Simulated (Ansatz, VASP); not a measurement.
# Ba17Bi26O56 (amorphous 43Bi2O3-57BaO (mol %)): VASP beside Ansatz

Wanted: the spread between two codes on one cell, functional and k mesh. Of the first pair: The structure shown is the start of the Ansatz relaxation below; VASP solves that cell, so the two are compared at the walk's first step.

Method: plane waves, with VASP 6.6.1 beside it; single point at PBE, in Ansatz 0.2.0.

**1. Starting point**

The cell holds 99 atoms: 26 Bi, 17 Ba and 56 O. Its edges and angles: a = 12.206 Å, b = 12.206 Å, c = 12.206 Å, α = 90.0°, β = 90.0°, γ = 90.0°. As first built, before any earlier steps moved the atoms (in the runner's words): 99 atoms (26 Gd, 17 Ba, 56 O) placed at random at 7.09 g/cm^3, melted at 5000 K for 10 ps at fixed volume with the Morse and Coulomb pair potential with partial charges (Pedone, Malavasi, Menziani, Cormack and Segre, J. Phys. Chem. B 110, 11780 (2006)). Quenched from 5000 K to 300 K at 50 K/ps and fixed volume, held 5 ps, then minimised at fixed cell. Then Gd was replaced by Bi and the cell scaled by 1.02 (the potential has no terms for the new elements, so the cell is a start for a DFT relaxation).

**2. Ansatz: relaxation, PBE**

Ansatz runs on its default PAW (the set named soft_2) files.

The two programs are compared at the cell with which this relaxation starts, whose forces are those of its first step.

Input file input.yaml:

```yaml
crystal:
  lattice:
    - [12.20614, 0.0, 0.0]
    - [0.0, 12.20614, 0.0]
    - [0.0, 0.0, 12.20614]
  atoms:
    - { symbol: Bi, position: [0.10263, 0.35458, 0.94295] }
    - { symbol: Bi, position: [0.13237, 0.95726, 0.68045] }
    - { symbol: Bi, position: [0.14538, 0.34596, 0.2179] }
    - { symbol: Bi, position: [0.27248, 0.53578, 0.90841] }
    - { symbol: Bi, position: [0.90722, 0.72136, 0.54821] }
    - { symbol: Bi, position: [0.66979, 0.14947, 0.76615] }
    - { symbol: Bi, position: [0.59403, 0.88573, 0.6616] }
    - { symbol: Bi, position: [0.47913, 0.94924, 0.91943] }
    - { symbol: Bi, position: [0.35279, 0.76857, 0.66591] }
    - { symbol: Bi, position: [0.144, 0.29359, 0.66327] }
    - { symbol: Bi, position: [0.72835, 0.0577, 0.0289] }
    - { symbol: Bi, position: [0.12771, 0.83545, 0.42375] }
    - { symbol: Bi, position: [0.02778, 0.10421, 0.40482] }
    - { symbol: Bi, position: [0.45785, 0.71343, 0.37213] }
    - { symbol: Bi, position: [0.95819, 0.40978, 0.47094] }
    - { symbol: Bi, position: [0.96463, 0.12625, 0.88123] }
    - { symbol: Bi, position: [0.39014, 0.48028, 0.13773] }
    - { symbol: Bi, position: [0.09825, 0.62522, 0.72411] }
    - { symbol: Bi, position: [0.84949, 0.01901, 0.59633] }
    - { symbol: Bi, position: [0.39031, 0.29986, 0.37089] }
    - { symbol: Bi, position: [0.1745, 0.07031, 0.15029] }
    - { symbol: Bi, position: [0.86142, 0.2879, 0.18525] }
    - { symbol: Bi, position: [0.3269, 0.81495, 0.12723] }
    - { symbol: Bi, position: [0.56085, 0.63044, 0.89194] }
    - { symbol: Bi, position: [0.35983, 0.95972, 0.4015] }
    - { symbol: Bi, position: [0.60504, 0.75196, 0.14655] }
    - { symbol: Ba, position: [0.91082, 0.91258, 0.20887] }
    - { symbol: Ba, position: [0.07792, 0.81963, 0.95815] }
    - { symbol: Ba, position: [0.85664, 0.59043, 0.25799] }
    - { symbol: Ba, position: [0.61048, 0.33854, 0.9817] }
[... 63 atom lines left out ...]
    - { symbol: O, position: [0.82751, 0.35256, 0.35594] }
    - { symbol: O, position: [0.63665, 0.05199, 0.60151] }
    - { symbol: O, position: [0.49469, 0.33812, 0.19862] }
    - { symbol: O, position: [0.96251, 0.76285, 0.36536] }
    - { symbol: O, position: [0.17728, 0.80613, 0.77133] }
    - { symbol: O, position: [0.6638, 0.96236, 0.83337] }
kpoints:
  mp_grid: { grid: [1, 1, 1] }
hamiltonian:
  xc: pbe
scf:
  occupations: { method: gaussian, width: 0.025 }
output:
  forces: true
relax:
  f_tol: 0.05
  max_steps: 150
  cell: {}
```

Launch:

```sh
> ansatz run input.yaml --threads 8 --pin off --max-ram 15872MiB --backend cpu --events-out ev --progress --plain --runs-dir out
```

Numbers of over 12 decimals in the logs are rounded to 6 here.

Output:

```text
Engine: ansatz 0.2.0, aarch64-unknown-linux-gnu
Pseudopotentials: kind: paw
Pseudopotential: Bi, paw, valence charge 15, recommended cutoff 420 eV (normal), Bi.paw.azcp
Pseudopotential: Ba, paw, valence charge 10, recommended cutoff 420 eV (normal), Ba.paw.azcp
Pseudopotential: O, paw, valence charge 6, recommended cutoff 420 eV (normal), O.paw.azcp
Functional definition: PBE
  parameter kappa = 0.804
  parameter beta = 0.066725
  exchange = pbe_x(kappa = kappa, mu = beta*pi^2/3)
  correlation = pbe_c(beta = beta)
Crystal: 99 atoms, lattice volume = 1818.591 Å³
Basis set: ecut = 420 eV, 35585 PW (Γ), exchange–correlation on 180×180×180 points (8 copies of the dense FFT grid, shifted against one another)
Bands: 547, of which v1, the nominal top of the filled ones, is band 448 counted from 1 (447 counted from 0)
Symmetry: 1 space group operations
Space group: P1 (ITA 1), of the structure as read, at distance tolerance 1.2e-4 Å
k-points: 1
Non-local potential: Bi, projectors of the file, l = 0: 2, l = 1: 2, l = 2: 2, l = 3: 2
Non-local potential: Ba, projectors of the file, l = 0: 3, l = 1: 2, l = 2: 2, l = 3: 2
Non-local potential: O, projectors of the file, l = 0: 2, l = 1: 2, l = 2: 1
PAW form: soft (Blöchl's): semilocal exchange-correlation on the pseudo side does not see the compensation charge
PAW one-centre angular grid: Bi, 590 points (default); XC on 64 Gauss nodes
PAW one-centre angular grid: Ba, 194 points (default); XC on 64 Gauss nodes
PAW one-centre angular grid: O, 110 points (default); XC on 64 Gauss nodes
Initial density: superposition of atomic densities (neutral atoms: chi_scale 0, normalization atom), corrected by the library's trained network
Initial wavefunctions: pseudopotential atomic-orbital guess
Functional: x = pbe(κ = 0.804, μ = 0.219515), c = pbe(β = 0.066725)
SCF iter   1: F=—  HF=-455239.295409 eV  |F-HF|=—  |Δ(HF+E_count)|=         —  Δρ=3.55e-3  dr2=3.32e-1  ethr=1.77e-3  ⟨swp⟩=6.0  Hψ=2301  notcnv=0  defer=63
preconditioner: auto → Resta (q_TF=auto, 2.425 Å⁻¹)  ε∞=3.6  [insulator: Δε(μ)=1.452 eV  Ē_g=15.960 eV  σ=0.025 eV  W_gap=1.00  n_scr=460 (ndim 8)  ℏωp=25.6 eV  f_vac=0.033  D(μ)=0.00/eV (n_scr^D=0)  ε∞_Penn≈3.6]
SCF iter   2: F=—  HF=-455239.269861 eV  |F-HF|=—  |Δ(HF+E_count)|=   2.55e-2  Δρ=2.43e-3  dr2=7.95e-2  ethr=3.70e-5  ⟨swp⟩=3.0  Hψ=795  notcnv=0  defer=95
SCF iter   3: F=—  HF=-455239.263589 eV  |F-HF|=—  |Δ(HF+E_count)|=   6.27e-3  Δρ=1.09e-3  dr2=2.31e-2  ethr=8.88e-6  ⟨swp⟩=2.0  Hψ=732  notcnv=0  defer=95
SCF iter   4: F=—  HF=-455239.264191 eV  |F-HF|=—  |Δ(HF+E_count)|=   6.02e-4  Δρ=5.49e-4  dr2=6.81e-3  ethr=2.58e-6  ⟨swp⟩=2.0  Hψ=618  notcnv=0  defer=95
SCF iter   5: F=—  HF=-455239.264260 eV  |F-HF|=—  |Δ(HF+E_count)|=   6.98e-5  Δρ=1.99e-4  dr2=9.33e-4  ethr=7.60e-7  ⟨swp⟩=2.0  Hψ=726  notcnv=0  defer=95
SCF iter   6: F=—  HF=-455239.264319 eV  |F-HF|=—  |Δ(HF+E_count)|=   5.82e-5  Δρ=8.75e-5  dr2=1.53e-4  ethr=1.04e-7  ⟨swp⟩=2.0  Hψ=696  notcnv=0  defer=95
SCF iter   7: F=—  HF=-455239.264411 eV  |F-HF|=—  |Δ(HF+E_count)|=   9.28e-5  Δρ=6.45e-5  dr2=8.05e-5  ethr=1.71e-8  ⟨swp⟩=2.0  Hψ=750  notcnv=0  defer=95
SCF iter   8: F=—  HF=-455239.268721 eV  |F-HF|=—  |Δ(HF+E_count)|=   4.31e-3  Δρ=1.58e-5  dr2=5.05e-6  ethr=8.99e-9  ⟨swp⟩=2.0  Hψ=791  notcnv=0  defer=95
SCF iter   9: F=—  HF=-455239.268725 eV  |F-HF|=—  |Δ(HF+E_count)|=   4.24e-6  Δρ=1.39e-5  dr2=3.81e-6  ethr=5.63e-10  ⟨swp⟩=2.0  Hψ=751  notcnv=0  defer=95
SCF iter  10: F=—  HF=-455239.268725 eV  |F-HF|=—  |Δ(HF+E_count)|=   9.63e-8  Δρ=4.11e-6  dr2=3.49e-7  ethr=4.26e-10  ⟨swp⟩=2.0  Hψ=736  notcnv=0  defer=95
SCF iter  11: F=—  HF=-455239.268725 eV  |F-HF|=—  |Δ(HF+E_count)|=   3.04e-7  Δρ=2.13e-6  dr2=1.01e-7  ethr=1.12e-11  ⟨swp⟩=4.0  Hψ=1895  notcnv=0
SCF iter  12: F=-455239.268725 eV  HF=-455239.268725 eV  |F-HF|=4.52e-8  |Δ(HF+E_count)|=   5.11e-8  Δρ=1.87e-6  dr2=7.03e-8  ethr=1.12e-11  ⟨swp⟩=4.0  Hψ=1324  notcnv=0
SCF 1 converged in 12 iterations: F = -455239.268725 eV  dr2 = 7.03e-8
  greatest PAW one-centre occupation: 0.993 electrons in one spin orbital (limit 2), on the Bi atom at site 6 (counted from 0), in its partial waves of l = 2
relax step   1: F+E_penalty+E_count = -455239.26872527 eV  Δ(F+E_penalty+E_count) = +0.000e0 eV  max|allowed force component| = 1.379e0 eV/Å  Δτ_max = 0.0000 Å  P = +4.640 GPa  Ω = 1818.591 Å³  (12 SCF iters, dr2 threshold 1.00e-7 eV, accepted)
Crystal: 99 atoms, lattice volume = 1913.128 Å³
Basis set: ecut = 420 eV, 37415 PW (Γ), exchange–correlation on 180×180×180 points (8 copies of the dense FFT grid, shifted against one another)
Initial density: handed on by an earlier stage of this run
Initial wavefunctions: those handed on with the density
iter 1 solved again at ethr=6.92e-4 eV; its pass at ethr=3.10e-3 eV (dr2=6.20e0 eV) is discarded
[...]
max |Σ_I F_I| component: 3.13e-6 eV/Å
--- Stress (GPa, compression-positive) ---
        0.003667       0.001080       0.010370
        0.001080      -0.006125       0.010669
        0.010370       0.010669      -0.001415
  P = ⅓ Tr σ = -0.0013 GPa (-0.013 kbar)
--- Relaxed structure (76 steps of the walk, 67 accepted, 3 SCFs on fresh bases) ---
  F+E_penalty+E_count = -455256.53879780 eV   max|allowed force component| = 3.059e-2 eV/Å   (the final SCF, on the basis selected at the relaxed cell)
  cell:  # Å, volume = 2154.7127 Å³
    - [12.804672, -0.077250, 0.513104]
    - [-0.077250, 12.705694, 0.032590]
    - [0.513104, 0.032590, 13.265249]
  atoms:
    - { symbol: Bi, position: [0.094602, 0.407595, 0.910810] }
    - { symbol: Bi, position: [0.131884, 0.981845, 0.723787] }
    - { symbol: Bi, position: [0.144030, 0.309671, 0.205818] }
    - { symbol: Bi, position: [0.283197, 0.619637, 0.921576] }
    - { symbol: Bi, position: [0.868319, 0.709385, 0.543090] }
    - { symbol: Bi, position: [0.674677, 0.195928, 0.727112] }
    - { symbol: Bi, position: [0.606402, 0.913907, 0.660715] }
    - { symbol: Bi, position: [0.540103, 0.978804, 0.918573] }
    - { symbol: Bi, position: [0.390300, 0.693939, 0.626230] }
    - { symbol: Bi, position: [0.125200, 0.281421, 0.678653] }
    - { symbol: Bi, position: [0.719246, 0.103481, 0.115151] }
    - { symbol: Bi, position: [0.150160, 0.790654, 0.452635] }
    - { symbol: Bi, position: [0.128377, 0.109699, 0.392509] }
    - { symbol: Bi, position: [0.451635, 0.650359, 0.360295] }
    - { symbol: Bi, position: [0.901822, 0.386116, 0.431634] }
    - { symbol: Bi, position: [0.962611, 0.157840, 0.918115] }
    - { symbol: Bi, position: [0.378254, 0.478693, 0.121498] }
    - { symbol: Bi, position: [0.091408, 0.672987, 0.737539] }
    - { symbol: Bi, position: [0.891093, 0.015435, 0.524514] }
    - { symbol: Bi, position: [0.377637, 0.267972, 0.438546] }
    - { symbol: Bi, position: [0.141884, 0.053951, 0.112187] }
    - { symbol: Bi, position: [0.870292, 0.353749, 0.141101] }
    - { symbol: Bi, position: [0.286115, 0.838215, 0.163490] }
    - { symbol: Bi, position: [0.595808, 0.591543, 0.834818] }
    - { symbol: Bi, position: [0.387570, 0.960823, 0.436144] }
    - { symbol: Bi, position: [0.708352, 0.787887, 0.081987] }
    - { symbol: Ba, position: [0.930146, 0.899988, 0.265552] }
    - { symbol: Ba, position: [0.036887, 0.813911, 1.003002] }
    - { symbol: Ba, position: [0.813808, 0.599412, 0.283643] }
    - { symbol: Ba, position: [0.607026, 0.332158, 0.957952] }
    - { symbol: Ba, position: [0.429469, 0.109870, 0.189150] }
    - { symbol: Ba, position: [0.873883, 0.443352, 0.703446] }
    - { symbol: Ba, position: [0.096176, 0.597240, 0.182117] }
    - { symbol: Ba, position: [0.290373, 0.206826, 0.933879] }
    - { symbol: Ba, position: [0.172405, 0.490989, 0.442122] }
    - { symbol: Ba, position: [0.654580, 0.862744, 0.368613] }
    - { symbol: Ba, position: [0.631063, 0.483249, 0.520639] }
    - { symbol: Ba, position: [0.407597, 0.107699, 0.675715] }
    - { symbol: Ba, position: [0.662488, 0.179170, 0.439842] }
    - { symbol: Ba, position: [0.858349, 0.583005, 0.967651] }
    - { symbol: Ba, position: [0.601605, 0.382846, 0.249277] }
    - { symbol: Ba, position: [0.402560, 0.419199, 0.722552] }
    - { symbol: Ba, position: [0.851240, 0.893451, 0.803444] }
    - { symbol: O, position: [0.236021, 0.064774, 0.805784] }
    - { symbol: O, position: [0.521595, 0.896581, 0.525339] }
    - { symbol: O, position: [0.018607, 0.952409, 0.436151] }
    - { symbol: O, position: [0.093875, 0.245601, 0.975494] }
    - { symbol: O, position: [0.588006, 0.844689, -0.00256479] }
    - { symbol: O, position: [0.183205, 0.671657, 0.347002] }
    - { symbol: O, position: [0.612453, 0.643594, 0.373810] }
    - { symbol: O, position: [0.159762, 0.281804, 0.362041] }
    - { symbol: O, position: [0.719594, 0.484780, 0.851937] }
    - { symbol: O, position: [0.634373, 0.175194, 0.235783] }
    - { symbol: O, position: [0.795297, 0.253403, 1.036789] }
    - { symbol: O, position: [0.476650, 0.936025, 0.304341] }
    - { symbol: O, position: [0.222386, 0.333446, 0.794351] }
    - { symbol: O, position: [0.271331, 0.048968, 0.334386] }
    - { symbol: O, position: [0.454031, 0.523211, 0.261660] }
    - { symbol: O, position: [0.403115, 0.574971, 0.505510] }
    - { symbol: O, position: [1.003883, 1.024499, 0.020124] }
    - { symbol: O, position: [0.843179, 0.518943, 0.514835] }
    - { symbol: O, position: [0.080630, 0.420140, 0.612291] }
    - { symbol: O, position: [0.472042, 0.931691, 0.755305] }
    - { symbol: O, position: [0.711827, 0.303847, 0.609346] }
    - { symbol: O, position: [0.526187, 0.335849, 0.439829] }
    - { symbol: O, position: [0.121055, 0.634589, 0.897010] }
    - { symbol: O, position: [0.932163, 0.701705, 0.150846] }
[...]
- { symbol: O, position: [-0.010073, 0.477872, 0.323365] }
    - { symbol: O, position: [0.757628, 0.469395, 0.127576] }
    - { symbol: O, position: [0.766015, 0.378266, 0.355272] }
    - { symbol: O, position: [0.623610, 0.081495, 0.622911] }
    - { symbol: O, position: [0.466807, 0.342539, 0.110637] }
    - { symbol: O, position: [0.848165, 0.758067, 0.396846] }
    - { symbol: O, position: [0.074341, 0.837424, 0.796130] }
    - { symbol: O, position: [0.678031, 0.992445, 0.820783] }
```

**3. VASP: single point, PBE, start cell, pair 1**

The same cell, functional, mesh and smearing now go to VASP, with its own data sets.

Lines of VASP's logs that name or quote its potential files are left out, and so is its time.

Input file INCAR:

```
SYSTEM = Ba17Bi26O56
PREC = Accurate
ENCUT = 520
EDIFF = 1E-06
NELM = 120
ISMEAR = 0
SIGMA = 0.025
LREAL = Auto
ALGO = Normal
GGA = PE
NBANDS = 520
LORBIT = 11
LWAVE = .FALSE.
LCHARG = .FALSE.
ISIF = 2
LASPH = .TRUE.
GGA_COMPAT = .FALSE.
EFERMI = MIDGAP
NCORE = 2
```

Input file POSCAR:

```
Ba17Bi26O56
1.0
   12.2061400000      0.0000000000      0.0000000000
    0.0000000000     12.2061400000      0.0000000000
    0.0000000000      0.0000000000     12.2061400000
Bi Ba O
26 17 56
Direct
    0.1026286770      0.3545838406      0.9429516620
    0.1323678083      0.9572559384      0.6804526247
    0.1453776542      0.3459570347      0.2178985330
    0.2724776219      0.5357795339      0.9084116682
    0.9072237415      0.7213582672      0.5482077053
    0.6697940545      0.1494739533      0.7661472013
    0.5940289068      0.8857263639      0.6616014563
    0.4791277177      0.9492435774      0.9194307127
    0.3527896616      0.7685722104      0.6659107629
    0.1440012977      0.2935899474      0.6632727463
    0.7283465535      0.0577004688      0.0289034863
    0.1277062200      0.8354483891      0.4237539468
    0.0277811003      0.1042098485      0.4048208525
    0.4578515403      0.7134278322      0.3721323858
    0.9581898946      0.4097773743      0.4709433121
    0.9646292767      0.1262479375      0.8812286276
    0.3901397166      0.4802828740      0.1377339601
    0.0982538296      0.6252181279      0.7241109802
    0.8494905023      0.0190068277      0.5963310268
    0.3903117611      0.2998572849      0.3708871109
    0.1745023406      0.0703088773      0.1502932131
    0.8614189252      0.2878960916      0.1852510294
    0.3269010514      0.8149505085      0.1272310493
    0.5608488843      0.6304368129      0.8919363533
    0.3598271034      0.9597219104      0.4015028502
    0.6050397587      0.7519576213      0.1465491957
    0.9108202921      0.9125817007      0.2088702899
    0.0779198010      0.8196284821      0.9581489316
    0.8566426405      0.5904323562      0.2579931084
    0.6104796439      0.3385427334      0.9817026513
[... 63 atom lines left out ...]
    0.8275097615      0.3525602688      0.3559438119
    0.6366468023      0.0519902279      0.6015087489
    0.4946936542      0.3381167183      0.1986213496
    0.9625073938      0.7628537769      0.3653571072
    0.1772796314      0.8061270803      0.7713331160
    0.6637970726      0.9623599271      0.8333674692
```

Input file KPOINTS:

```
Automatic mesh
0
Gamma
1 1 1
0 0 0
```

The projector-augmented-wave data sets are Bi_d, Ba_sv and O (PBE family, release 64).

Launch:

```sh
> mpirun -np 8 vasp_gam
```

Output:

```text
[banner, memory and clock lines left out]
running    8 mpi-ranks, on    1 nodes
[...]
LDA part: xc-table for (Slater+PW92), standard interpolation
 POSCAR, INCAR and KPOINTS ok, starting setup
[...]
entering main loop
       N       E                     dE             d eps       ncg     rms          rms(c)
DAV:   1     0.171233512376E+05    0.17123E+05   -0.44904E+05  1040   0.215E+03
DAV:   2     0.328489110399E+04   -0.13838E+05   -0.13460E+05  1064   0.642E+02
DAV:   3    -0.157887384272E+03   -0.34428E+04   -0.32189E+04  1160   0.292E+02
DAV:   4    -0.661335331170E+03   -0.50345E+03   -0.49200E+03  1424   0.102E+02
[...]
DAV:  18    -0.560045989113E+03   -0.20984E-05   -0.33698E-05  1256   0.991E-03    0.686E-03
DAV:  19    -0.560045990632E+03   -0.15191E-05   -0.75005E-06   928   0.488E-03    0.473E-03
DAV:  20    -0.560045990586E+03    0.45722E-07   -0.10144E-06   712   0.231E-03
   1 F= -.56004599E+03 E0= -.56004599E+03  d E =0.000000E+00
```

Parts of OUTCAR (step 3):

```text
  FREE ENERGIE OF THE ION-ELECTRON SYSTEM (eV)
  ---------------------------------------------------
  free  energy   TOTEN  =      -560.0459905864 eV

  energy  without entropy=     -560.0459905864  energy(sigma->0) =     -560.04599059
```

Harder data sets than Ba_sv exist (the GW ones), and pressures, volumes and forces can shift noticeably with them.

**4. Side by side**

Known differences besides the potentials themselves: the cutoff is 420 eV in Ansatz and 520 eV in VASP (PREC = Accurate, projectors in real space). Total energies have different zeros and are not compared.

Forces on 9 of the 99 atoms, those with the largest forces and the largest differences (eV/Å; atoms numbered as in POSCAR):

```
atom          Ansatz x, y, z            VASP x, y, z
Ba43   -1.007, 0.871, -0.641   -1.064, 0.889, -0.674
 O60    0.343, -1.246, 0.574    0.359, -1.182, 0.509
 O69   -1.263, 0.581, -0.293   -1.193, 0.559, -0.269
 O72    -0.614, 1.379, 0.596    -0.552, 1.350, 0.487
 O77   1.041, -1.206, -0.382   1.005, -1.187, -0.387
 O86   -0.929, -0.059, 0.006   -0.803, -0.033, 0.020
 O87   -1.067, 0.857, -1.347   -1.025, 0.828, -1.338
 O97  -0.593, -0.624, -1.234  -0.548, -0.629, -1.145
 O98    0.318, -0.562, 0.560    0.396, -0.589, 0.429
```

The forces differ by 32 meV/Å r.m.s., which is 6.2 % of the r.m.s. force of 0.514 eV/Å (both taken over all components).

[end of part 1 of 2]

[Lines on the potential files, build, host, timing and source positions are cut from VASP's logs without a mark.]

[Logs are printed without paths, hosts, clocks, repeated set-up lines and the standing remarks that a program may print on its own settings, such as how far it seeks lower states.]

[Hosts, paths, dates, database ids (printed as entryN), source tags and the programs' standing remarks are cut or masked in the printed files.]
